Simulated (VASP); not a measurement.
Here is the system:

```
AsB
1.0
    0.00000     2.40822     2.40822
    2.40822     0.00000     2.40822
    2.40822     2.40822     0.00000
B As
1 1
Direct
  0.00000   0.00000   0.00000
  0.25000   0.25000   0.25000
```

All values below come from PBE GGA, VASP's PBE PAW potentials (set 64) (plane waves; VASP). Numerical set-up: 600 eV cut-off, 10×10×10 Γ-centred mesh, Gaussian smearing of 0.050 eV, potentials B As.

Each relaxation starts from this cell; other phases were not tried.

Question: The cell is relaxed at 2 GPa. What happens?

Answer: The volume per atom goes from 13.97 to 13.76 Å³ (-1.5 %), and the cell becomes a = b = c = 4.7928 Å, α = β = γ = 90.00°, space group F-43m. The gap on the mesh goes from 1.20 to 1.19 eV.

Question: The cell is relaxed at 10 GPa. What happens?

Answer: The volume per atom goes from 13.97 to 13.08 Å³ (-6.3 %), and the cell becomes a = 4.7124 Å, b = 4.7124 Å, c = 4.7124 Å, α = 90.00°, β = 90.00°, γ = 90.00°, space group F-43m. The gap on the mesh goes from 1.20 to 1.13 eV.

Failed runs are left out, and for metals the shear rows, which the mesh's noise covers.

The compound is BAs in the zinc blende structure.
